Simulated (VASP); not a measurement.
# LaBRh3 with rev-vdW-DF2: from relaxation to properties, part 4 of 5

Wanted: the relaxed cell of LaBRh3 and its properties. The start is a cell from a database of measured crystal structures.

VASP 6.6.1; rev-vdW-DF2; plane waves and PAW (La, B, Rh_pv).

Still holding for the runs below: This run has no spin polarisation. Its electron count is odd, so without a moment it is a metal by construction.

So far. Step 4 (Band structure (rev-vdW-DF2)): There is no gap at this level. Step 5 (Density of states (rev-vdW-DF2)): The finer mesh and the other smearing move the Fermi level by -0.05 eV from the 5×5×5 run, one measure of the sampling error in the zero of the bands above. Of the states within 0.3 eV of the Fermi level, the largest shares in the PAW spheres are Rh d 84 %. The rest lies in smaller channels or between the spheres.

## 6. Zone-centre phonons (rev-vdW-DF2) (continued)

The modes at Γ (shares of kinetic energy by element, %):

```csv
mode,frequency (cm⁻¹),symmetry,La %,B %,Rh %
1,-1.1,acoustic,31,2,67
2,-1.1,acoustic,31,2,67
3,-1.1,acoustic,31,2,67
4,91.8,T1u,15,10,75
5,91.8,T1u,15,10,75
6,91.8,T1u,15,10,75
7,135.0,T2u,0,0,100
8,135.0,T2u,0,0,100
9,135.0,T2u,0,0,100
10,155.9,T1u,54,0,45
11,155.9,T1u,54,0,45
12,155.9,T1u,54,0,45
13,472.3,T1u,0,87,13
14,472.3,T1u,0,87,13
15,472.3,T1u,0,87,13
```

Displacements in mode 4 (91.8 cm⁻¹), the largest set to 1:
```
La1  0.00  0.02  0.34
B2  -0.01 -0.05 -1.00
Rh3 -0.01  0.01  0.23
Rh4  0.00 -0.04  0.23
Rh5  0.00  0.01 -0.84
```

Displacements in mode 15 (472.3 cm⁻¹), the largest set to 1:
```
La1  0.00  0.00  0.00
B2   0.00  0.00  1.00
Rh3  0.00  0.00  0.01
Rh4  0.00  0.00  0.01
Rh5  0.00  0.00 -0.12
```

The three acoustic modes lie within 1.1 cm⁻¹ of zero, and all others are real. By the characters of their eigenvectors the optical modes sort into (cm⁻¹) infrared active: T1u 92, T1u 156, T1u 472; silent: T2u 135.

## 7. Volume scan with rev-vdW-DF2

An equation of state needs energies on both sides of the minimum, all on one mesh and cutoff.

Input file INCAR:

```
SYSTEM = LaBRh3
PREC = Accurate
ENCUT = 420
EDIFF = 1E-06
NELM = 100
ISMEAR = 1
SIGMA = 0.2
LREAL = .FALSE.
ALGO = Normal
GGA = MK
AGGAC = 0
LUSE_VDW = .TRUE.
PARAM1 = 0.1234
PARAM2 = 0.711357
ZAB_VDW = -1.8867
LASPH = .TRUE.
NBANDS = 36
LORBIT = 11
LWAVE = .FALSE.
LCHARG = .FALSE.
KPAR = 4
ISIF = 2
```

Input file POSCAR:

```
LaBRh3
1.0
    4.1656941498      0.0000000000      0.0000000000
    0.0000000000      4.1656941498      0.0000000000
    0.0000000000      0.0000000000      4.1656941498
La B Rh
1 1 3
Direct
    0.0000000000      0.0000000000      0.0000000000
    0.5000000000      0.5000000000      0.5000000000
    0.0000000000      0.5000000000      0.5000000000
    0.5000000000      0.0000000000      0.5000000000
    0.5000000000      0.5000000000      0.0000000000
```

Input file KPOINTS:

```
Automatic mesh
0
Gamma
5 5 5
0 0 0
```

The projector-augmented-wave data sets are La, B and Rh_pv (PBE family, release 64).

On the command line:

```console
$ mpirun -np 4 vasp_std
```

The log of the run:

```text
[... set-up lines as in an earlier step ...]
 entering main loop
       N       E                     dE             d eps       ncg     rms          rms(c)
DAV:   1     0.592413312353E+03    0.59241E+03   -0.28379E+04  1000   0.213E+03
DAV:   2     0.538203885057E+02   -0.53859E+03   -0.51685E+03   736   0.503E+02
DAV:   3    -0.221352579227E+02   -0.75956E+02   -0.70693E+02   976   0.149E+02
DAV:   4    -0.286267167386E+02   -0.64915E+01   -0.63674E+01  1320   0.533E+01
DAV:   5    -0.288246746809E+02   -0.19796E+00   -0.19632E+00  1040   0.632E+00    0.234E+01
DAV:   6    -0.266913766385E+02    0.21333E+01   -0.43823E+01  1032   0.433E+01    0.785E+00
DAV:   7    -0.257128920596E+02    0.97848E+00   -0.84224E+00  1148   0.227E+01    0.512E+00
DAV:   8    -0.257258765407E+02   -0.12984E-01   -0.74757E-01  1168   0.547E+00    0.189E+00
DAV:   9    -0.256971240821E+02    0.28752E-01   -0.20756E-01  1140   0.351E+00    0.616E-01
DAV:  10    -0.256985692265E+02   -0.14451E-02   -0.10927E-02  1084   0.762E-01    0.144E-01
DAV:  11    -0.256989289964E+02   -0.35977E-03   -0.18851E-03  1240   0.321E-01    0.755E-02
DAV:  12    -0.256990174523E+02   -0.88456E-04   -0.29716E-04  1224   0.841E-02    0.444E-02
DAV:  13    -0.256990167916E+02    0.66076E-06   -0.29063E-04  1088   0.134E-01    0.191E-02
DAV:  14    -0.256990090478E+02    0.77437E-05   -0.32151E-05   992   0.457E-02    0.399E-03
DAV:  15    -0.256990090242E+02    0.23645E-07   -0.19752E-06   696   0.107E-02
   1 F= -.25699009E+02 E0= -.25700225E+02  d E =0.364740E-02
```

Wall time 48 s (4 MPI ranks of AMD EPYC 7R43, shared host); peak memory 1.2 GiB.

From OUTCAR (step 7):

```text
   ENCUT  =  420.0 eV  30.87 Ry    5.56 a.u.   6.96  6.96  6.96*2*pi/ulx,y,z

   NELECT =      59.0000    total number of electrons

 E-fermi :  11.1761

 k-point     1 :       0.0000    0.0000    0.0000
  band No.  band energies     occupation
    ...
     24       9.8477      2.00000
     25       9.8477      2.00000
     26      10.5554      2.00010
     27      10.5554      2.00010
     28      10.5554      2.00010
     29      11.3778     -0.05206
     30      11.4362     -0.06931
     31      11.4362     -0.06931
     32      11.4362     -0.06931
     33      14.6038     -0.00000
    ...

Total vdW correction in eV:      7.3636356

  Total        5.6384370      5.6384370      5.6384370      0.0000000     -0.0000000      0.0000000
  in kB      124.9704035    124.9704035    124.9704035      0.0000000     -0.0000000      0.0000000
  external PRESSURE =     124.9704035 kB  Pullay stress =       0.0000000 kB

 POSITION                                       TOTAL-FORCE (eV/Angst)
 -----------------------------------------------------------------------------------
      0.00000      0.00000      0.00000         0.000000      0.000000      0.000000
      2.08285      2.08285      2.08285         0.000000      0.000000      0.000000
      0.00000      2.08285      2.08285         0.000000      0.000000      0.000000
      2.08285      0.00000      2.08285         0.000000      0.000000      0.000000
      2.08285      2.08285      0.00000         0.000000      0.000000      0.000000
 -----------------------------------------------------------------------------------
    total drift:                                0.000000      0.000000      0.000000

  FREE ENERGIE OF THE ION-ELECTRON SYSTEM (eV)
  ---------------------------------------------------
  free  energy   TOTEN  =       -25.6990090242 eV

  energy  without entropy=      -25.7026564267  energy(sigma->0) =      -25.70022483

Total vdW correction in eV:      7.3636502

[... 4 parts as in an earlier step ...]

[... 12 further parts left out ...]
```

The scan keeps the cell's shape and the fractional positions fixed.

Numbers from this step:

| Item | Value |
| --- | --- |
| SCF cycles | 15 |
| irreducible k-points | 10 |
| free energy (TOTEN) | -25.70 eV |
| energy at zero smearing | -25.70 eV |
| Fermi energy | 11.18 eV |
| pressure | 12.50 GPa |

The pressure here is 12.50 GPa.

## 8. Volume scan with rev-vdW-DF2 (run 2)

INCAR is that of step 7.

Changes to POSCAR since step 7:

```diff
@@ -2,5 +2,5 @@
 1.0
-    4.1656941498      0.0000000000      0.0000000000
-    0.0000000000      4.1656941498      0.0000000000
-    0.0000000000      0.0000000000      4.1656941498
+    4.1950309907      0.0000000000      0.0000000000
+    0.0000000000      4.1950309907      0.0000000000
+    0.0000000000      0.0000000000      4.1950309907
 La B Rh
```

KPOINTS is that of step 7.

On the command line:

```console
$ mpirun -np 4 vasp_std
```

The log of the run:

```text
[... set-up lines as in an earlier step ...]
 entering main loop
       N       E                     dE             d eps       ncg     rms          rms(c)
DAV:   1     0.598206945213E+03    0.59821E+03   -0.28416E+04   984   0.212E+03
DAV:   2     0.518165359209E+02   -0.54639E+03   -0.52260E+03   732   0.511E+02
DAV:   3    -0.223152513068E+02   -0.74132E+02   -0.69428E+02   996   0.149E+02
DAV:   4    -0.286029628416E+02   -0.62877E+01   -0.61441E+01  1300   0.514E+01
DAV:   5    -0.288707466641E+02   -0.26778E+00   -0.26629E+00  1096   0.703E+00    0.224E+01
DAV:   6    -0.268407494370E+02    0.20300E+01   -0.43767E+01  1032   0.428E+01    0.791E+00
DAV:   7    -0.258133707873E+02    0.10274E+01   -0.85010E+00  1124   0.219E+01    0.482E+00
DAV:   8    -0.258241102050E+02   -0.10739E-01   -0.73904E-01  1208   0.544E+00    0.185E+00
DAV:   9    -0.257984761326E+02    0.25634E-01   -0.18470E-01  1120   0.324E+00    0.600E-01
DAV:  10    -0.257998566214E+02   -0.13805E-02   -0.10538E-02  1088   0.734E-01    0.145E-01
DAV:  11    -0.258002218913E+02   -0.36527E-03   -0.16762E-03  1192   0.303E-01    0.752E-02
DAV:  12    -0.258003017957E+02   -0.79904E-04   -0.28333E-04  1256   0.896E-02    0.409E-02
DAV:  13    -0.258002892205E+02    0.12575E-04   -0.27062E-04  1088   0.131E-01    0.166E-02
DAV:  14    -0.258002829744E+02    0.62461E-05   -0.27740E-05  1032   0.411E-02    0.339E-03
DAV:  15    -0.258002829320E+02    0.42338E-07   -0.10977E-06   576   0.956E-03
   1 F= -.25800283E+02 E0= -.25800823E+02  d E =0.162057E-02
```

It took 45 s on 4 MPI ranks; peak memory 1.2 GiB.

From OUTCAR (step 8):

```text
   ENCUT  =  420.0 eV  30.87 Ry    5.56 a.u.   7.01  7.01  7.01*2*pi/ulx,y,z

   NELECT =      59.0000    total number of electrons

 E-fermi :  10.8447

 k-point     1 :       0.0000    0.0000    0.0000
  band No.  band energies     occupation
    ...
     24       9.5595      2.00000
     25       9.5595      2.00000
     26      10.2555      2.00025
     27      10.2555      2.00025
     28      10.2555      2.00025
     29      11.0460     -0.05157
     30      11.0970     -0.07052
     31      11.0970     -0.07052
     32      11.0970     -0.07052
     33      14.2339     -0.00000
    ...

Total vdW correction in eV:      7.4363315

  Total        3.6200885      3.6200885      3.6200885      0.0000000      0.0000000      0.0000000
  in kB       78.5641203     78.5641203     78.5641203      0.0000000      0.0000000      0.0000000
  external PRESSURE =      78.5641203 kB  Pullay stress =       0.0000000 kB

 POSITION                                       TOTAL-FORCE (eV/Angst)
 -----------------------------------------------------------------------------------
      0.00000      0.00000      0.00000         0.000000      0.000000      0.000000
      2.09752      2.09752      2.09752         0.000000      0.000000      0.000000
      0.00000      2.09752      2.09752         0.000000      0.000000      0.000000
      2.09752      0.00000      2.09752         0.000000      0.000000      0.000000
      2.09752      2.09752      0.00000         0.000000      0.000000      0.000000
 -----------------------------------------------------------------------------------
    total drift:                                0.000000      0.000000      0.000000

  FREE ENERGIE OF THE ION-ELECTRON SYSTEM (eV)
  ---------------------------------------------------
  free  energy   TOTEN  =       -25.8002829320 eV

  energy  without entropy=      -25.8019035029  energy(sigma->0) =      -25.80082312

Total vdW correction in eV:      7.4363579

[... 4 parts as in an earlier step ...]

[... 12 further parts left out ...]
```

This step gave:

* free energy (TOTEN): -25.80 eV
* energy at zero smearing: -25.80 eV
* Fermi energy: 10.84 eV
* pressure: 7.856 GPa

The pressure falls from 12.50 to 7.86 GPa.

The run ends at a pressure of 7.86 GPa.

## 9. Volume scan with rev-vdW-DF2 (run 3)

INCAR is that of step 8.

Changes to POSCAR since step 8:

```diff
@@ -2,5 +2,5 @@
 1.0
-    4.1950309907      0.0000000000      0.0000000000
-    0.0000000000      4.1950309907      0.0000000000
-    0.0000000000      0.0000000000      4.1950309907
+    4.2239631532      0.0000000000      0.0000000000
+    0.0000000000      4.2239631532      0.0000000000
+    0.0000000000      0.0000000000      4.2239631532
 La B Rh
```

KPOINTS is that of step 8.

On the command line:

```console
$ mpirun -np 4 vasp_std
```

The log of the run:

```text
[... set-up lines as in an earlier step ...]
 entering main loop
       N       E                     dE             d eps       ncg     rms          rms(c)
DAV:   1     0.600976518915E+03    0.60098E+03   -0.28516E+04   976   0.214E+03
DAV:   2     0.525921165422E+02   -0.54838E+03   -0.52923E+03   752   0.507E+02
DAV:   3    -0.220169054299E+02   -0.74609E+02   -0.69644E+02  1008   0.150E+02
DAV:   4    -0.286293223622E+02   -0.66124E+01   -0.64578E+01  1296   0.497E+01
[...]
DAV:  13    -0.258600136994E+02    0.10830E-04   -0.23654E-04  1064   0.123E-01    0.150E-02
DAV:  14    -0.258600077459E+02    0.59535E-05   -0.27978E-05  1024   0.410E-02    0.279E-03
DAV:  15    -0.258600077617E+02   -0.15789E-07   -0.10978E-06   580   0.868E-03
   1 F= -.25860008E+02 E0= -.25859911E+02  d E =-.290889E-03
```

It took 48 s on 4 MPI ranks; peak memory 1.2 GiB; 3.1 min of CPU time.

From OUTCAR (step 9):

```text
  Total        1.7488365      1.7488365      1.7488365     -0.0000000      0.0000000     -0.0000000
  in kB       37.1791478     37.1791478     37.1791478     -0.0000000      0.0000000     -0.0000000
  external PRESSURE =      37.1791478 kB  Pullay stress =       0.0000000 kB

 POSITION                                       TOTAL-FORCE (eV/Angst)
 -----------------------------------------------------------------------------------
      0.00000      0.00000      0.00000         0.000000      0.000000      0.000000
      2.11198      2.11198      2.11198         0.000000      0.000000      0.000000
      0.00000      2.11198      2.11198         0.000000      0.000000      0.000000
      2.11198      0.00000      2.11198         0.000000      0.000000      0.000000
      2.11198      2.11198      0.00000         0.000000      0.000000      0.000000
 -----------------------------------------------------------------------------------
    total drift:                                0.000000      0.000000      0.000000

  FREE ENERGIE OF THE ION-ELECTRON SYSTEM (eV)
  ---------------------------------------------------
  free  energy   TOTEN  =       -25.8600077617 eV

  energy  without entropy=      -25.8597168723  energy(sigma->0) =      -25.85991080

[... 1 part as in an earlier step ...]

[... 2 further parts left out ...]
[key lines of the parts left out:]
E-fermi :  10.5273
```

The pressure falls from 7.86 to 3.72 GPa.

The run ends at a pressure of 3.72 GPa.

## 10. Volume scan with rev-vdW-DF2 (run 4)

INCAR is that of step 9.

Changes to POSCAR since step 9:

```diff
@@ -2,5 +2,5 @@
 1.0
-    4.2239631532      0.0000000000      0.0000000000
-    0.0000000000      4.2239631532      0.0000000000
-    0.0000000000      0.0000000000      4.2239631532
+    4.2525043105      0.0000000000      0.0000000000
+    0.0000000000      4.2525043105      0.0000000000
+    0.0000000000      0.0000000000      4.2525043105
 La B Rh
```

KPOINTS is that of step 9.

On the command line:

```console
$ mpirun -np 4 vasp_std
```

The log of the run:

```text
[... set-up lines as in an earlier step ...]
 entering main loop
       N       E                     dE             d eps       ncg     rms          rms(c)
DAV:   1     0.570758376028E+03    0.57076E+03   -0.28603E+04  1008   0.210E+03
DAV:   2     0.499200410426E+02   -0.52084E+03   -0.50034E+03   728   0.496E+02
DAV:   3    -0.227426076843E+02   -0.72663E+02   -0.67863E+02   980   0.144E+02
DAV:   4    -0.285868691706E+02   -0.58443E+01   -0.57789E+01  1308   0.512E+01
DAV:   5    -0.288347511991E+02   -0.24788E+00   -0.24586E+00  1072   0.674E+00    0.205E+01
DAV:   6    -0.270233030893E+02    0.18114E+01   -0.44297E+01  1040   0.418E+01    0.813E+00
[... 1 cycle as in an earlier step ...]
DAV:   8    -0.258977750218E+02   -0.41432E-02   -0.63721E-01  1232   0.488E+00    0.172E+00
DAV:   9    -0.258808697939E+02    0.16905E-01   -0.13547E-01  1136   0.267E+00    0.552E-01
DAV:  10    -0.258819880298E+02   -0.11182E-02   -0.89122E-03  1064   0.655E-01    0.138E-01
DAV:  11    -0.258822704063E+02   -0.28238E-03   -0.13845E-03  1256   0.291E-01    0.666E-02
DAV:  12    -0.258823089964E+02   -0.38590E-04   -0.19544E-04  1200   0.790E-02    0.360E-02
DAV:  13    -0.258822991064E+02    0.98900E-05   -0.20789E-04  1064   0.115E-01    0.143E-02
DAV:  14    -0.258822932744E+02    0.58320E-05   -0.27372E-05  1008   0.397E-02    0.271E-03
DAV:  15    -0.258822932895E+02   -0.15115E-07   -0.10805E-06   584   0.775E-03
   1 F= -.25882293E+02 E0= -.25881595E+02  d E =-.209564E-02
```

Wall time 49 s (4 MPI ranks); peak memory 1.2 GiB; 3.2 min of CPU time.

From OUTCAR (step 10):

```text
  Total        0.0084400      0.0084400      0.0084400     -0.0000000      0.0000000     -0.0000000
  in kB        0.1758398      0.1758398      0.1758398     -0.0000000      0.0000000     -0.0000000
  external PRESSURE =       0.1758398 kB  Pullay stress =       0.0000000 kB

  FREE ENERGIE OF THE ION-ELECTRON SYSTEM (eV)
  ---------------------------------------------------
  free  energy   TOTEN  =       -25.8822932895 eV

  energy  without entropy=      -25.8801976460  energy(sigma->0) =      -25.88159474

[... 3 parts as in an earlier step ...]

[... 1 further part left out ...]
[key lines of the parts left out:]
E-fermi :  10.2232
```

The pressure falls from 3.72 to 0.02 GPa.

The run ends at a pressure of 0.02 GPa.

## 11. Volume scan with rev-vdW-DF2 (run 5)

INCAR is that of step 10.

Changes to POSCAR since step 10:

```diff
@@ -2,5 +2,5 @@
 1.0
-    4.2525043105      0.0000000000      0.0000000000
-    0.0000000000      4.2525043105      0.0000000000
-    0.0000000000      0.0000000000      4.2525043105
+    4.2806674115      0.0000000000      0.0000000000
+    0.0000000000      4.2806674115      0.0000000000
+    0.0000000000      0.0000000000      4.2806674115
 La B Rh
```

KPOINTS is that of step 10.

On the command line:

```console
$ mpirun -np 4 vasp_std
```

The log of the run:

```text
[... set-up lines as in an earlier step ...]
 entering main loop
       N       E                     dE             d eps       ncg     rms          rms(c)
DAV:   1     0.596054243754E+03    0.59605E+03   -0.28603E+04  1000   0.212E+03
DAV:   2     0.559462677903E+02   -0.54011E+03   -0.51855E+03   728   0.497E+02
DAV:   3    -0.214894925107E+02   -0.77436E+02   -0.71903E+02  1008   0.152E+02
DAV:   4    -0.285335796388E+02   -0.70441E+01   -0.68274E+01  1340   0.532E+01
[...]
DAV:  13    -0.258702365671E+02    0.12744E-04   -0.20115E-04  1064   0.111E-01    0.135E-02
DAV:  14    -0.258702312154E+02    0.53517E-05   -0.25374E-05  1032   0.371E-02    0.259E-03
DAV:  15    -0.258702311863E+02    0.29086E-07   -0.76483E-07   528   0.724E-03
   1 F= -.25870231E+02 E0= -.25868960E+02  d E =-.381441E-02
```

Elapsed: 57 s, on 4 MPI ranks; peak memory 1.4 GiB; 3.7 min of CPU time.

OUTCAR, selected parts (step 11):

```text
  Total       -1.6183158     -1.6183158     -1.6183158     -0.0000000     -0.0000000      0.0000000
  in kB      -33.0551703    -33.0551703    -33.0551703     -0.0000000     -0.0000000      0.0000000
  external PRESSURE =     -33.0551703 kB  Pullay stress =       0.0000000 kB

 POSITION                                       TOTAL-FORCE (eV/Angst)
 -----------------------------------------------------------------------------------
      0.00000      0.00000      0.00000         0.000000      0.000000      0.000000
      2.14033      2.14033      2.14033         0.000000      0.000000      0.000000
      0.00000      2.14033      2.14033         0.000000      0.000000      0.000000
      2.14033      0.00000      2.14033         0.000000      0.000000      0.000000
      2.14033      2.14033      0.00000         0.000000      0.000000      0.000000
 -----------------------------------------------------------------------------------
    total drift:                                0.000000      0.000000     -0.000000

  FREE ENERGIE OF THE ION-ELECTRON SYSTEM (eV)
  ---------------------------------------------------
  free  energy   TOTEN  =       -25.8702311863 eV

  energy  without entropy=      -25.8664167810  energy(sigma->0) =      -25.86895972

[... 1 part as in an earlier step ...]

[... 2 further parts left out ...]
[key lines of the parts left out:]
E-fermi :   9.9318
```

The pressure falls from 0.02 to -3.31 GPa.

The run ends at a pressure of -3.31 GPa.

[end of part 4 of 5]

[Lines on the potential files, build, host, timing and source positions are cut from VASP's logs without a mark.]

[Logs are printed without paths, hosts, clocks, repeated set-up lines and the standing remarks that a program may print on its own settings, such as how far it seeks lower states.]

[Hosts, paths, dates, database ids (printed as entryN), source tags and the programs' standing remarks are cut or masked in the printed files.]

[A measured line is paired with the nearest computed mode of its activity, which favours agreement.]
